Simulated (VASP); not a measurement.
# Cr monolayer on Nb(110) in VASP

Aim: model Cr monolayer on Nb(110) by a slab and find how far its highest filled level lies below the vacuum.

Main program and level: VASP 6.6.1; PBE, spin-polarised from a ferromagnetic start; plane waves and PAW (Nb_pv, Cr).

**1. Starting point**

The cell holds 10 atoms: 8 Nb and 2 Cr. Cell: a = 4.667 Å, b = 3.300 Å, c = 26.120 Å, α = 90.0°, β = 90.0°, γ = 90.0°. Vacuum lies along c.

**2. Surface relaxation**

All atoms relax at the fixed cell.

INCAR reads:

```
SYSTEM = Nb4Cr
PREC = Normal
ENCUT = 300
EDIFF = 1E-05
NELM = 120
ISMEAR = -1
SIGMA = 0.1
LREAL = .FALSE.
ALGO = Fast
GGA = PE
NBANDS = 71
ISPIN = 2
MAGMOM = 0 0 0 0 0 0 0 0 3 3
LASPH = .TRUE.
LMAXMIX = 4
LORBIT = 11
LWAVE = .FALSE.
LCHARG = .FALSE.
KPAR = 4
IBRION = 2
NSW = 40
ISIF = 2
EDIFFG = -0.03
POTIM = 0.4
MAXMIX = 40
IDIPOL = 3
LDIPOL = .TRUE.
DIPOL = 0.5 0.5 0.502
```

POSCAR reads:

```
Nb4Cr
1.0
    4.6669047558      0.0000000000      0.0000000000
    0.0000000000      3.3000000000      0.0000000000
    0.0000000000      0.0000000000     26.1203839893
Nb Cr
8 2
Direct
    0.0000000000      0.0000000000      0.3254163493
    0.5000000000      0.5000000000      0.3254163493
    0.0000000000      0.5000000000      0.4147508851
    0.5000000000      0.0000000000      0.4147508851
    0.0000000000      0.0000000000      0.5040854208
    0.5000000000      0.5000000000      0.5040854208
    0.0000000000      0.5000000000      0.5934199566
    0.5000000000      0.0000000000      0.5934199566
    0.0000000000      0.0000000000      0.6745836507
    0.5000000000      0.5000000000      0.6745836507
```

KPOINTS reads:

```
Automatic mesh
0
Gamma
6 8 1
0 0 0
```

The projector-augmented-wave data sets are Nb_pv and Cr (PBE family, release 64).

On the command line:

```bash
mpirun -np 4 vasp_std
```

Output:

```text
[banner, memory and clock lines left out]
running    4 mpi-ranks, on    1 nodes
 distrk:  each k-point on    1 cores,    4 groups
 distr:  one band on    1 cores,    1 groups

 POSCAR found type information on POSCAR NbCr
 POSCAR found :  2 types and      10 ions
 LDA part: xc-table for (Slater+PW92), standard interpolation
 POSCAR, INCAR and KPOINTS ok, starting setup
 FFT: planning ... GRIDC
 FFT: planning ... GRID_SOFT
 FFT: planning ... GRID
 WAVECAR not read
 entering main loop
       N       E                     dE             d eps       ncg     rms          rms(c)
DAV:   1     0.892843922186E+03    0.89284E+03   -0.39376E+04  6968   0.900E+02
DAV:   2    -0.337832456374E+02   -0.92663E+03   -0.88182E+03  6125   0.492E+02
DAV:   3    -0.104151393334E+03   -0.70368E+02   -0.64358E+02  8504   0.119E+02
DAV:   4    -0.109486017004E+03   -0.53346E+01   -0.51224E+01  8840   0.333E+01
DAV:   5    -0.109827571317E+03   -0.34155E+00   -0.33624E+00  9376   0.748E+00    0.576E+01
RMM:   6    -0.416916688207E+03   -0.30709E+03   -0.41940E+02  7351   0.125E+02    0.164E+02
RMM:   7    -0.244087911283E+03    0.17283E+03   -0.11787E+02  7027   0.556E+01    0.877E+01
RMM:   8    -0.141891416537E+03    0.10220E+03   -0.10851E+02  6332   0.543E+01    0.444E+01
RMM:   9    -0.295462306108E+03   -0.15357E+03   -0.10266E+02  7331   0.471E+01    0.557E+01
RMM:  10    -0.119399052982E+03    0.17606E+03   -0.30952E+01  6458   0.269E+01    0.409E+01
RMM:  11    -0.926222935021E+02    0.26777E+02   -0.12135E+01  6373   0.160E+01    0.242E+01
RMM:  12    -0.913206957399E+02    0.13016E+01   -0.50189E+00  6948   0.726E+00    0.187E+01
RMM:  13    -0.914175090897E+02   -0.96813E-01   -0.19785E+00  7519   0.315E+00    0.166E+01
RMM:  14    -0.904777012323E+02    0.93981E+00   -0.13279E+00  7016   0.402E+00    0.127E+01
RMM:  15    -0.905263062890E+02   -0.48605E-01   -0.54114E-01  8080   0.170E+00    0.127E+01
RMM:  16    -0.904182439278E+02    0.10806E+00   -0.13956E-01  7458   0.100E+00    0.130E+01
RMM:  17    -0.905127748125E+02   -0.94531E-01   -0.74896E-02  7361   0.759E-01    0.132E+01
RMM:  18    -0.907019802296E+02   -0.18921E+00   -0.61971E-01  8626   0.335E+00    0.112E+01
RMM:  19    -0.907374813662E+02   -0.35501E-01   -0.22380E-01  7634   0.930E-01    0.116E+01
RMM:  20    -0.923005614240E+02   -0.15631E+01   -0.30155E+00  9681   0.711E+00    0.992E+00
RMM:  21    -0.923107572547E+02   -0.10196E-01   -0.41276E-01  8376   0.246E+00    0.106E+01
RMM:  22    -0.928658038122E+02   -0.55505E+00   -0.26359E-01  7896   0.128E+00    0.956E+00
RMM:  23    -0.933787152242E+02   -0.51291E+00   -0.56719E-01  8504   0.200E+00    0.829E+00
RMM:  24    -0.938073174141E+02   -0.42860E+00   -0.10029E+00  8980   0.250E+00    0.569E+00
RMM:  25    -0.940741159525E+02   -0.26680E+00   -0.45491E-01  8455   0.154E+00    0.535E+00
RMM:  26    -0.941807119319E+02   -0.10660E+00   -0.22481E-01  8206   0.868E-01    0.465E+00
RMM:  27    -0.941947600914E+02   -0.14048E-01   -0.66725E-02  8559   0.405E-01    0.470E+00
RMM:  28    -0.941919771656E+02    0.27829E-02   -0.23487E-02  7310   0.219E-01    0.475E+00
RMM:  29    -0.941863879468E+02    0.55892E-02   -0.11090E-02  7195   0.169E-01    0.486E+00
RMM:  30    -0.942078674319E+02   -0.21479E-01   -0.20842E-02  7809   0.419E-01    0.454E+00
[...]
RMM:  43    -0.943436363123E+02   -0.43339E-02   -0.41207E-03  8278   0.170E-01    0.521E-01
RMM:  44    -0.943452238842E+02   -0.15876E-02   -0.32629E-03  8281   0.186E-01    0.350E-01
RMM:  45    -0.943461198113E+02   -0.89593E-03   -0.14775E-03  7638   0.109E-01    0.262E-01
RMM:  46    -0.943447356901E+02    0.13841E-02   -0.34713E-03  8494   0.202E-01    0.201E-01
RMM:  47    -0.943450077663E+02   -0.27208E-03   -0.73307E-04  6720   0.900E-02    0.139E-01
RMM:  48    -0.943457149510E+02   -0.70718E-03   -0.50983E-04  6273   0.617E-02    0.108E-01
RMM:  49    -0.943460560522E+02   -0.34110E-03   -0.30449E-04  6004   0.385E-02    0.783E-02
RMM:  50    -0.943462377454E+02   -0.18169E-03   -0.13319E-04  5674   0.360E-02    0.415E-02
RMM:  51    -0.943463478781E+02   -0.11013E-03   -0.12688E-04  5679   0.305E-02    0.210E-02
RMM:  52    -0.943463844061E+02   -0.36528E-04   -0.27183E-05  4407   0.259E-02    0.169E-02
RMM:  53    -0.943464236456E+02   -0.39240E-04   -0.11765E-05  3888   0.133E-02    0.831E-03
RMM:  54    -0.943464313762E+02   -0.77307E-05   -0.53398E-06  3672   0.117E-02
   1 F= -.94346431E+02 E0= -.94121938E+02  d E =-.943464E+02  mag=     6.2171
 curvature:   0.00 expect dE= 0.000E+00 dE for cont linesearch  0.000E+00
 trial: gam= 0.00000 g(F)=  0.398E-01 g(S)=  0.000E+00 ort = 0.000E+00 (trialstep = 0.100E+01)
 search vector abs. value=  0.398E-01
 bond charge predicted
       N       E                     dE             d eps       ncg     rms          rms(c)
DAV:   1    -0.943002148456E+02    0.46209E-01   -0.49738E+00  7376   0.158E+01    0.110E+00
RMM:   2    -0.943275664293E+02   -0.27352E-01   -0.68436E-01  7588   0.422E+00    0.902E-01
RMM:   3    -0.943551814029E+02   -0.27615E-01   -0.15075E-01  7915   0.189E+00    0.687E-01
RMM:   4    -0.943623367460E+02   -0.71553E-02   -0.18803E-02  6714   0.790E-01    0.464E-01
RMM:   5    -0.943776374899E+02   -0.15301E-01   -0.12102E-02  7000   0.356E-01    0.317E-01
RMM:   6    -0.943782487090E+02   -0.61122E-03   -0.61183E-03  6979   0.248E-01    0.206E-01
RMM:   7    -0.943784179400E+02   -0.16923E-03   -0.15414E-03  7161   0.140E-01    0.161E-01
RMM:   8    -0.943787577058E+02   -0.33977E-03   -0.52788E-04  6543   0.818E-02    0.111E-01
RMM:   9    -0.943789220080E+02   -0.16430E-03   -0.28501E-04  6763   0.668E-02    0.747E-02
RMM:  10    -0.943793783127E+02   -0.45630E-03   -0.40649E-04  6914   0.678E-02    0.506E-02
RMM:  11    -0.943793564009E+02    0.21912E-04   -0.15850E-04  6164   0.375E-02    0.320E-02
RMM:  12    -0.943793439035E+02    0.12497E-04   -0.33967E-05  4397   0.246E-02    0.223E-02
RMM:  13    -0.943793590039E+02   -0.15100E-04   -0.11573E-05  3825   0.208E-02    0.121E-02
RMM:  14    -0.943793950521E+02   -0.36048E-04   -0.57195E-06  3634   0.133E-02    0.876E-03
RMM:  15    -0.943793995084E+02   -0.44562E-05   -0.33118E-06  3556   0.110E-02
   2 F= -.94379400E+02 E0= -.94153179E+02  d E =-.329681E-01  mag=     6.0886
[...]
3 F= -.94402910E+02 E0= -.94172190E+02  d E =-.564784E-01  mag=     5.8034
[...]
4 F= -.94402967E+02 E0= -.94172563E+02  d E =-.565361E-01  mag=     5.8224
[...]
5 F= -.94402993E+02 E0= -.94172435E+02  d E =-.565612E-01  mag=     5.8129
[...]
6 F= -.94403542E+02 E0= -.94172761E+02  d E =-.549238E-03  mag=     5.7891
 trial-energy change:   -0.000549  1 .order   -0.000541   -0.000666   -0.000417
 step:   3.6555(harm=  3.6555)  dis= 0.00457  next Energy=   -94.403883 (dE=-0.891E-03)
 bond charge predicted
       N       E                     dE             d eps       ncg     rms          rms(c)
DAV:   1    -0.943994394746E+02    0.40979E-02   -0.30560E-01  6752   0.382E+00    0.273E-01
RMM:   2    -0.944028104862E+02   -0.33710E-02   -0.31814E-02  7278   0.951E-01    0.952E-02
RMM:   3    -0.944037291405E+02   -0.91865E-03   -0.70088E-03  8016   0.393E-01    0.352E-02
RMM:   4    -0.944038675215E+02   -0.13838E-03   -0.84657E-04  8038   0.136E-01    0.855E-03
RMM:   5    -0.944038753899E+02   -0.78685E-05   -0.82887E-05  5476   0.420E-02
   7 F= -.94403875E+02 E0= -.94172689E+02  d E =-.882819E-03  mag=     5.7481
 curvature:  -1.91 expect dE=-0.114E-03 dE for cont linesearch -0.107E-04
 trial: gam= 0.15455 g(F)=  0.598E-04 g(S)=  0.000E+00 ort =-0.534E-04 (trialstep = 0.182E+01)
 search vector abs. value=  0.554E-04
 reached required accuracy - stopping structural energy minimisation
```

Elapsed: 15 min, on 4 MPI ranks of Intel Xeon Platinum 8175M at 2.50GHz (Skylake/Cascade Lake), shared host; peak memory 1.8 GiB.

Lines that name or quote the potential files are left out of all logs, and their timing lines are given in words.

OUTCAR, selected parts (step 2):

```text
ion  position               nearest neighbor table
   1  0.000  0.000  0.325-   2 2.86   2 2.86   2 2.86   2 2.86   3 2.86   3 2.86   4 3.30   4 3.30

  LATTYP: Found a simple orthorhombic cell.
 ALAT       =     3.3000000000
 B/A-ratio  =     1.4142135624
 C/A-ratio  =     7.9152678755

 Subroutine GETGRP returns: Found  4 space group operations
 (whereof  4 operations were pure point group operations)

The static configuration has the point symmetry C_2v.

 Found     20 irreducible k-points:

   k-points           NKPTS =     20   k-points in BZ     NKDIM =     20   number of bands    NBANDS=     71

   dimension x,y,z NGX =    20 NGY =   14 NGZ =  112
   dimension x,y,z NGXF=    40 NGYF=   28 NGZF=  224

   ENCUT  =  300.0 eV  22.05 Ry    4.70 a.u.   6.59  4.66 36.89*2*pi/ulx,y,z

   NELECT =     100.0000    total number of electrons

 k-points in reciprocal lattice and weights: Automatic mesh
   0.00000000  0.00000000  0.00000000       0.021
   0.16666667  0.00000000  0.00000000       0.042
   0.33333333  0.00000000  0.00000000       0.042
   0.50000000  0.00000000  0.00000000       0.021
   0.00000000  0.12500000  0.00000000       0.042
   0.16666667  0.12500000  0.00000000       0.083
   0.33333333  0.12500000  0.00000000       0.083
   0.50000000  0.12500000  0.00000000       0.042
   0.00000000  0.25000000  0.00000000       0.042
[...]
0.33333333  0.50000000  0.00000000       0.042
   0.50000000  0.50000000  0.00000000       0.021

 dipolmoment           0.000000      0.000000     -0.081280 electrons x Angstroem

 average (electrostatic) potential at core
       1 -40.2976       2 -40.2976       3 -40.0203       4 -40.0203       5 -40.0287
       6 -40.0287       7 -40.1426       8 -40.1426       9 -48.4655      10 -48.4655

 E-fermi :   0.0624

 spin component 1
 k-point     1 :       0.0000    0.0000    0.0000
  band No.  band energies     occupation
    ...
     46      -0.5346      0.99745
     47      -0.3667      0.98649
     48      -0.3631      0.98601
     49      -0.2928      0.97212
     50      -0.1034      0.84003
     51       0.1021      0.40204
     52       0.1625      0.26880
     53       0.3806      0.03983
     54       0.5302      0.00921
     55       0.5559      0.00714
    ...

 k-point     2 :       0.1667    0.0000    0.0000
  band No.  band energies     occupation
    ...
     46      -0.7407      0.99967
     47      -0.5026      0.99649
     48      -0.2994      0.97387
     49      -0.1854      0.92256
     50      -0.1234      0.86501
     51       0.1819      0.23244
     52       0.2914      0.09199
     53       0.3706      0.04387
     54       0.3949      0.03471
     55       0.4479      0.02073
    ...

 k-point     3 :       0.3333    0.0000    0.0000
  band No.  band energies     occupation
    ...
     48      -0.3996      0.99025
     49      -0.2844      0.96976
     50      -0.2500      0.95789
     51      -0.0144      0.68317
     52       0.0118      0.62385
     53       0.1889      0.22016
     54       0.2335      0.15307
     55       0.5198      0.01022
     56       0.6637      0.00244
     57       0.7006      0.00169
    ...

 k-point     4 :       0.5000    0.0000    0.0000
  band No.  band energies     occupation
    ...
     48      -0.6691      0.99933
     49      -0.2702      0.96531
     50      -0.2702      0.96531
     51       0.0258      0.59054
     52       0.0258      0.59054
     53       0.2510      0.13165
     54       0.2510      0.13165
     55       0.7350      0.00120
     56       0.7350      0.00120
     57       0.9740      0.00011
    ...

 k-point     5 :       0.0000    0.1250    0.0000
  band No.  band energies     occupation
    ...
     47      -0.5798      0.99838
     48      -0.5525      0.99787
     49      -0.3469      0.98358
     50      -0.2244      0.94623
     51       0.0180      0.60931
     52       0.0857      0.44212
     53       0.1262      0.34574
     54       0.1521      0.28974
     55       0.2674      0.11408
     56       0.6319      0.00335
    ...

 k-point     6 :       0.1667    0.1250    0.0000
  band No.  band energies     occupation
    ...
     48      -0.4605      0.99467
     49      -0.3928      0.98956
     50      -0.2508      0.95819
     51      -0.0650      0.78139
     52       0.0424      0.54985
     53       0.1402      0.31485
     54       0.2203      0.17088
     55       0.3537      0.05153
     56       0.6762      0.00215
     57       0.8057      0.00059
    ...

  Total       -3.2527916     -2.6830671     -0.7393603      0.0000000      0.0000000      0.0000000
  in kB      -12.9552078    -10.6861111     -2.9447219      0.0000000      0.0000000      0.0000000
  external PRESSURE =      -8.8620136 kB  Pullay stress =       0.0000000 kB

  energy-cutoff  :      300.00
  volume of cell :      402.27
      direct lattice vectors                 reciprocal lattice vectors
     4.666904756  0.000000000  0.000000000     0.214274782  0.000000000  0.000000000
     0.000000000  3.300000000  0.000000000     0.000000000  0.303030303  0.000000000
     0.000000000  0.000000000 26.120383989     0.000000000  0.000000000  0.038284276

 POSITION                                       TOTAL-FORCE (eV/Angst)
 -----------------------------------------------------------------------------------
      0.00000      0.00000      8.51715         0.000000      0.000000      0.004847
      2.33345      1.65000      8.51715         0.000000      0.000000      0.004847
      0.00000      1.65000     10.79399         0.000000     -0.000000     -0.003339
      2.33345      0.00000     10.79399         0.000000      0.000000     -0.003339
      0.00000      0.00000     13.17510        -0.000000      0.000000      0.014779
      2.33345      1.65000     13.17510        -0.000000      0.000000      0.014779
      0.00000      1.65000     15.55483         0.000000     -0.000000     -0.022083
      2.33345      0.00000     15.55483         0.000000      0.000000     -0.022083
      0.00000      0.00000     17.58003         0.000000      0.000000      0.005796
      2.33345      1.65000     17.58003         0.000000      0.000000      0.005796
 -----------------------------------------------------------------------------------
    total drift:                               -0.000000     -0.000000     -0.013153

  FREE ENERGIE OF THE ION-ELECTRON SYSTEM (eV)
  ---------------------------------------------------
  free  energy   TOTEN  =       -94.4038753899 eV

  energy  without entropy=      -93.9415022684  energy(sigma->0) =      -94.17268883

 reached required accuracy - stopping structural energy minimisation

 vacuum level on the upper side and lower side of the slab         3.556         4.541

 total charge
# of ion       s       p       d       tot
------------------------------------------
    1        0.415   6.193   3.098   9.707
    2        0.415   6.193   3.098   9.707
    3        0.426   6.310   3.111   9.847
    4        0.426   6.310   3.111   9.847
    5        0.419   6.301   3.084   9.803
    6        0.419   6.301   3.084   9.803
    7        0.430   6.313   3.122   9.865
    8        0.430   6.313   3.122   9.865
    9        0.455   0.348   4.247   5.050
   10        0.455   0.348   4.247   5.050
--------------------------------------------------
tot          4.290  50.929  33.325  88.544

 magnetization (x)
# of ion       s       p       d       tot
------------------------------------------
    1        0.000  -0.000  -0.003  -0.003
    2        0.000  -0.000  -0.003  -0.003
    3       -0.001   0.001  -0.009  -0.009
    4       -0.001   0.001  -0.009  -0.009
    5        0.003  -0.000   0.016   0.019
    6        0.003  -0.000   0.016   0.019
    7       -0.013  -0.008  -0.329  -0.350
    8       -0.013  -0.008  -0.329  -0.350
    9        0.031   0.048   2.851   2.930
   10        0.031   0.048   2.851   2.930
--------------------------------------------------
tot          0.042   0.081   5.052   5.175

[... 6 further parts left out ...]
```

The magnetic state follows from one typed start and may not be the lowest. The data set Cr keeps the semicore shell frozen, which is cheaper and a little less accurate. The run keeps the 4 symmetry operations of its start, so it cannot find a distortion of lower symmetry.

Relaxation path:

| step | energy less that of the first step (eV) | largest force (eV/Å) |
| --- | --- | --- |
| 1 | 0.0000 | 0.4634 |
| 2 | -0.0330 | 0.3094 |
| 3 | -0.0565 | 0.0562 |
| 4 | -0.0565 | 0.0434 |
| 5 | -0.0566 | 0.0520 |
| 6 | -0.0571 | 0.0317 |
| 7 | -0.0574 | 0.0221 |

The atoms that moved most (Å):

| atom | dx | dy | dz | length |
| --- | --- | --- | --- | --- |
| Nb7 | 0.000 | 0.000 | 0.054 | 0.054 |
| Nb8 | 0.000 | 0.000 | 0.054 | 0.054 |
| Cr10 | 0.000 | 0.000 | -0.040 | 0.040 |
| Cr9 | 0.000 | 0.000 | -0.040 | 0.040 |
| Nb4 | 0.000 | 0.000 | -0.039 | 0.039 |
| Nb3 | 0.000 | 0.000 | -0.039 | 0.039 |
| Nb1 | 0.000 | 0.000 | 0.017 | 0.017 |
| Nb2 | 0.000 | 0.000 | 0.017 | 0.017 |

Final coordinates:

```
Nb Cr
1.0
     4.66690    0.00000    0.00000
     0.00000    3.30000    0.00000
     0.00000    0.00000   26.12038
Nb Cr
8 2
Direct
  0.00000 0.00000 0.32607
  0.50000 0.50000 0.32607
  0.00000 0.50000 0.41324
  0.50000 0.00000 0.41324
  0.00000 0.00000 0.50440
  0.50000 0.50000 0.50440
  0.00000 0.50000 0.59551
  0.50000 0.00000 0.59551
  0.00000 0.00000 0.67304
  0.50000 0.50000 0.67304
```

Numbers from this step:

```
electronic cycles                                 : 115
electrons                                         : 100
free energy (TOTEN)                               : -94.4039 eV
energy at zero smearing                           : -94.1727 eV
Fermi energy                                      : 0.0624 eV
moment of the cell, from the last line of the log : 5.748 μB
labelled metallic, from the levels on this mesh   : yes
dipole moment                                     : 0, 0, -0.08128 e·Å
```

Spin moment in the PAW sphere by atom:

| atom | spin moment in the PAW sphere (μB) |
| --- | --- |
| Nb1 | 0.00 |
| Nb2 | 0.00 |
| Nb3 | -0.01 |
| Nb4 | -0.01 |
| Nb5 | 0.02 |
| Nb6 | 0.02 |
| Nb7 | -0.35 |
| Nb8 | -0.35 |
| Cr9 | 2.93 |
| Cr10 | 2.93 |

The run ended after 7 ionic steps, 0.057 eV below its first step, once the forces on the free atoms met EDIFFG = -0.03.

Only the dipole across the slab is computed (IDIPOL = 3); zeros along the plane are no results.

VASP counts the dipole in electrons times Å, so a positive number points the physical dipole along −c.

[end of part 1 of 3]

[Lines on the potential files, build, host, timing and source positions are cut from VASP's logs without a mark.]

[Logs are printed without paths, hosts, clocks, repeated set-up lines and the standing remarks that a program may print on its own settings, such as how far it seeks lower states.]

[Hosts, paths, dates, database ids (printed as entryN), source tags and the programs' standing remarks are cut or masked in the printed files.]

[In band tables of VASP the shares of atoms and orbitals are scaled to a sum of 1 inside the atoms' spheres.]

[Runs that stopped without an error message from VASP are left out.]
